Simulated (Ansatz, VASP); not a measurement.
**RbZnBr3: VASP beside Ansatz**

```
Rb Zn Br
1.0
     5.40000    0.00000    0.00000
     0.00000    5.40000    0.00000
     0.00000    0.00000    5.40000
Rb Zn Br
1 1 3
Direct
  0.00000 0.00000 0.00000
  0.50000 0.50000 0.50000
  0.50000 0.50000 0.00000
  0.50000 0.00000 0.50000
  0.00000 0.50000 0.50000
```

The cell comes from a database or a generator and needn't be the stable form of this composition.

Alike in both runs: task single point; functional PBEsol; k mesh 4 × 4 × 4; occupations gaussian, width 0.05 eV; no spin polarisation.

|  | VASP | Ansatz |
| --- | --- | --- |
| version | VASP 6.6.1 | Ansatz 0.2.0 |
| potentials or method | VASP PAW PBE potentials, release 64 (Rb_sv, Zn, Br) | scalar-relativistic, plane waves, PAW |
| plane-wave cutoff (eV) | 520 | 420 |
| valence electrons in the cell | 42 | 42 |

|  | VASP | Ansatz | Ansatz less VASP |
| --- | --- | --- | --- |
| gap on the k mesh at the Fermi level (eV) | none | none | - |
| pressure (GPa) | -2.8 | -2.8 | -0.06 |

A gap of «none» marks a metal or a gap that the smearing closes.

Caveats: the PAW data sets were made with another functional, which shifts forces and pressure a little (VASP).
